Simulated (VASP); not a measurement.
Level of theory: PBE GGA, VASP's PBE PAW potentials (set 64) (plane waves; VASP).

The input files of a VASP run:

File KPOINTS:
```
Automatic
0
Gamma
 4 4 4
0 0 0
```

INCAR:
```
PREC = Accurate
NELM = 100   ! most electronic steps
ENCUT = 400   ! plane-wave cut-off (eV)
SIGMA = 0.1
LREAL = .False.
GGA = PE   ! PBE
SYSTEM = Ni
ISIF = 2
LCHARG = .False.
ALGO = Normal   ! blocked Davidson
ISPIN = 2   ! spin-polarised
LASPH = .True.   ! aspherical one-centre terms
MAGMOM = 0.8
LORBIT = 10
LMAXMIX = 4   ! l cut-off of mixed one-centre charges
EDIFF = 1E-6   ! SCF stop (eV)
LWAVE = .False.
ISMEAR = 1   ! Methfessel-Paxton
```

POSCAR:
```
Ni
1
    0.0000000000     1.7600000000     1.7600000000
    1.7600000000     0.0000000000     1.7600000000
    1.7600000000     1.7600000000     0.0000000000
Ni
1
Direct
  0.0000000000   0.0000000000   0.0000000000
```

POTCAR, in this order: Ni (PBE.64 set). Program: vasp_std.

Output of the run:

File OSZICAR:
```
       N       E                     dE             d eps       ncg     rms          rms(c)
DAV:   1     0.130250701096E+02    0.13025E+02   -0.39483E+03   320   0.117E+03
DAV:   2    -0.631335671615E+01   -0.19338E+02   -0.18558E+02   290   0.129E+02
DAV:   3    -0.654150680440E+01   -0.22815E+00   -0.22798E+00   383   0.183E+01
DAV:   4    -0.654317127201E+01   -0.16645E-02   -0.16643E-02   331   0.131E+00
DAV:   5    -0.654320505328E+01   -0.33781E-04   -0.33781E-04   392   0.159E-01    0.979E+00
DAV:   6    -0.593123241424E+01    0.61197E+00   -0.15979E+01   295   0.649E+01    0.641E+00
DAV:   7    -0.557112039710E+01    0.36011E+00   -0.33908E+00   299   0.270E+01    0.216E+00
DAV:   8    -0.554648430881E+01    0.24636E-01   -0.76641E-02   308   0.372E+00    0.899E-01
DAV:   9    -0.554285058437E+01    0.36337E-02   -0.58818E-03   378   0.905E-01    0.228E-01
DAV:  10    -0.554221895500E+01    0.63163E-03   -0.68104E-04   340   0.220E-01    0.756E-02
DAV:  11    -0.554219605282E+01    0.22902E-04   -0.18856E-05   336   0.693E-02    0.521E-02
DAV:  12    -0.554219598098E+01    0.71839E-07   -0.23971E-06   273   0.152E-02
   1 F= -.55421960E+01 E0= -.55413697E+01  d E =-.247885E-02  mag=     0.5936
```

**OUTCAR**
```
------------------------ aborting loop because EDIFF is reached ----------------------------------------
  FORCE on cell =-STRESS in cart. coord.  units (eV):
  Direction    XX          YY          ZZ          XY          YZ          ZX
  --------------------------------------------------------------------------------------
  Total       -0.3534107     -0.3534107     -0.3534107      0.0000000     -0.0000000     -0.0000000
  in kB      -51.9304801    -51.9304801    -51.9304801      0.0000000     -0.0000000     -0.0000000
  external PRESSURE =     -51.9304801 kB  Pullay stress =       0.0000000 kB
  volume of cell :       10.90
      direct lattice vectors                 reciprocal lattice vectors
     0.000000000  1.760000000  1.760000000    -0.284090909  0.284090909  0.284090909
     1.760000000  0.000000000  1.760000000     0.284090909 -0.284090909  0.284090909
     1.760000000  1.760000000  0.000000000     0.284090909  0.284090909 -0.284090909
 POSITION                                       TOTAL-FORCE (eV/Angst)
 -----------------------------------------------------------------------------------
      0.00000      0.00000      0.00000         0.000000     -0.000000      0.000000
 -----------------------------------------------------------------------------------
    total drift:                                0.000000     -0.000000     -0.000000
  FREE ENERGIE OF THE ION-ELECTRON SYSTEM (eV)
  ---------------------------------------------------
  free  energy   TOTEN  =        -5.5421959810 eV

  energy  without entropy=       -5.5397171354  energy(sigma->0) =       -5.54136970

 total charge

# of ion       s       p       d       tot
------------------------------------------
    1        0.487   0.507   8.304   9.297

 magnetization (x)

# of ion       s       p       d       tot
------------------------------------------
    1       -0.013  -0.025   0.646   0.608
```
(Selected blocks of OUTCAR.)

The compound is Ni in the fcc structure. The cell was not relaxed at this level. The k-mesh is coarse (spacing up to 0.77 per Å, 2π included), so the numbers may not be converged in it. The run is one of a series of settings (KPOINTS 4×4×4 Γ-centred mesh against the base run), some of them coarse on purpose.
